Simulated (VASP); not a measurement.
All values below come from PBEsol GGA, VASP's PBE PAW potentials (set 64) (plane waves; VASP 6.6.1).

Input for VASP

INCAR:
```
ALGO = Normal   ! blocked Davidson
PREC = Accurate
LCHARG = F
ISIF = 2   ! forces and stress, cell fixed
SYSTEM = Tl2Rh3S2
SIGMA = 0.1   ! width (eV)
LWAVE = F
EDIFF = 1E-6   ! SCF stop (eV)
ISMEAR = -1
GGA = PS
NELM = 100   ! most electronic steps
LMAXMIX = 4
LREAL = F
ENCUT = 300   ! plane-wave cut-off (eV)
LASPH = T
```

### POSCAR
```
Tl2Rh3S2
9.3964140
  0.3030821120   0.1749845207   0.5000000000
 -0.3030821120   0.1749845207   0.5000000000
  0.0000000000  -0.3499690414   0.5000000000
Tl Rh S
2 3 2
Cartesian
  0.0000000000   0.0000000000   0.0000000000
  0.0000000000   0.0000000000   0.7500000000
  0.1515410560   0.0874922603   0.2500000000
 -0.1515410560   0.0874922603   0.2500000000
  0.0000000000  -0.1749845207   0.2500000000
 -0.0000000000   0.0000000000   1.0795755000
 -0.0000000000  -0.0000000000   0.4204245000
```

File KPOINTS:
```
Automatic mesh
0
Gamma
6 6 6
```

POTCAR, in this order: Tl_d Rh_pv S (PBE.64 set). Program: vasp_std.

The run wrote:

**OSZICAR**
```
       N       E                     dE             d eps       ncg     rms          rms(c)
DAV:   1     0.602070848398E+03    0.60207E+03   -0.36158E+04  3712   0.114E+03
DAV:   2    -0.121823276305E+02   -0.61425E+03   -0.59453E+03  3446   0.373E+02
DAV:   3    -0.417593284815E+02   -0.29577E+02   -0.28889E+02  3648   0.780E+01
DAV:   4    -0.423650575631E+02   -0.60573E+00   -0.60355E+00  3469   0.104E+01
DAV:   5    -0.423755077000E+02   -0.10450E-01   -0.10439E-01  3699   0.137E+00    0.226E+01
DAV:   6    -0.413048728687E+02    0.10706E+01   -0.48910E+00  3411   0.138E+01    0.112E+01
DAV:   7    -0.410935736622E+02    0.21130E+00   -0.22647E+00  3452   0.893E+00    0.751E+00
DAV:   8    -0.409484033696E+02    0.14517E+00   -0.54047E-01  3416   0.446E+00    0.156E+00
DAV:   9    -0.409454275350E+02    0.29758E-02   -0.40394E-02  3486   0.946E-01    0.543E-01
DAV:  10    -0.409442364969E+02    0.11910E-02   -0.63350E-03  3477   0.459E-01    0.171E-01
DAV:  11    -0.409442063788E+02    0.30118E-04   -0.58838E-04  3380   0.100E-01    0.582E-02
DAV:  12    -0.409442181579E+02   -0.11779E-04   -0.81541E-05  3549   0.449E-02    0.299E-02
DAV:  13    -0.409442174742E+02    0.68371E-06   -0.20352E-05  3433   0.261E-02    0.141E-02
DAV:  14    -0.409442170165E+02    0.45767E-06   -0.20665E-06  2278   0.868E-03
   1 F= -.40944217E+02 E0= -.40879431E+02  d E =-.129573E+00
```

File OUTCAR:
```
------------------------ aborting loop because EDIFF is reached ----------------------------------------
  FORCE on cell =-STRESS in cart. coord.  units (eV):
  Direction    XX          YY          ZZ          XY          YZ          ZX
  --------------------------------------------------------------------------------------
  Total       -3.2022733     -3.2022726     -3.1512848      0.0000000      0.0000000      0.0000000
  in kB      -38.8688194    -38.8688113    -38.2499278      0.0000000      0.0000000      0.0000000
  external PRESSURE =     -38.6625195 kB  Pullay stress =       0.0000000 kB
  volume of cell :      132.00
      direct lattice vectors                 reciprocal lattice vectors
     2.847885000  1.644227000  4.698207000     0.175568887  0.101364755  0.070949052
    -2.847885000  1.644227000  4.698207000    -0.175568887  0.101364755  0.070949052
     0.000000000 -3.288454000  4.698207000     0.000000000 -0.202729510  0.070949052
 POSITION                                       TOTAL-FORCE (eV/Angst)
 -----------------------------------------------------------------------------------
      0.00000      0.00000      0.00000        -0.000000     -0.000000     -0.000000
      0.00000      0.00000      7.04731        -0.000000     -0.000000     -0.000000
      1.42394      0.82211      2.34910        -0.000000     -0.000000     -0.000000
     -1.42394      0.82211      2.34910         0.000000     -0.000000     -0.000000
      0.00000     -1.64423      2.34910        -0.000000     -0.000000     -0.000000
      0.00000      0.00000     10.14414        -0.000000     -0.000000      0.235415
      0.00000      0.00000      3.95048        -0.000000      0.000000     -0.235415
 -----------------------------------------------------------------------------------
    total drift:                                0.000000      0.000000     -0.000000
  FREE ENERGIE OF THE ION-ELECTRON SYSTEM (eV)
  ---------------------------------------------------
  free  energy   TOTEN  =       -40.9442170165 eV

  energy  without entropy=      -40.8146440764  energy(sigma->0) =      -40.87943055
```
(Selected blocks of OUTCAR.)

OUTCAR:
```
 val. band max:        7.6819795199   @ k =  -0.1667   0.5000   0.1667

 cond. band min:       7.7085161083   @ k =  -0.1667   0.1667   0.0000


 Fermi energy:         7.6918461293

 k-point     1 :       0.0000    0.0000    0.0000
  band No.  band energies     occupation
      1     -38.8057      2.00000
      2     -38.6041      2.00000
      3     -38.6041      2.00000
      4     -38.2198      2.00000
      5     -38.2044      2.00000
      6     -38.2044      2.00000
      7     -38.0923      2.00000
      8     -38.0923      2.00000
      9     -38.0782      2.00000
     10      -6.3964      2.00000
     11      -4.8027      2.00000
     12      -3.5162      2.00000
     13      -3.5162      2.00000
     14      -3.4903      2.00000
     15      -3.3811      2.00000
     16      -3.3811      2.00000
     17      -3.3543      2.00000
     18      -3.3427      2.00000
     19      -3.3427      2.00000
     20      -3.1178      2.00000
     21      -3.1178      2.00000
     22      -0.1127      2.00000
     23       1.5415      2.00000
     24       1.9843      2.00000
     25       2.1133      2.00000
     26       2.1133      2.00000
     27       4.3296      2.00000
     28       4.5105      2.00000
     29       4.5105      2.00000
     30       4.8972      2.00000
     31       4.8972      2.00000
     32       5.2971      2.00000
     33       5.8934      2.00000
     34       5.8934      2.00000
     35       6.6276      1.99995
     36       6.6276      1.99995
     37       6.8062      1.99972
     38       7.0366      1.99715
     39       7.0366      1.99715
     40       7.1213      1.99337
     41       7.2662      1.97206
     42       7.2662      1.97206
     43       8.2202      0.01010
     44       8.6564      0.00013
     45       8.8464      0.00002
     46       8.8464      0.00002
     47       9.6205      0.00000
     48      12.2634      0.00000
     49      12.2634      0.00000

 k-point     2 :       0.1667    0.0000    0.0000
...
```

At this cut-off the stress carries a Pulay error, which pulls relaxed volumes low.  Unless said otherwise, spin-orbit coupling is left out, though it shifts the bands of the heavy elements here.

The structure comes from a computed database's Tl2Rh3S2 entry (R-3m); how it stands against other phases isn't given here. The cell was not relaxed at this level. The run is one of a series of settings (KPOINTS 6×6×6 Γ-centred mesh against the base run), some of them coarse on purpose. The electron count is odd and the run is not spin-polarised, which forces a metal.
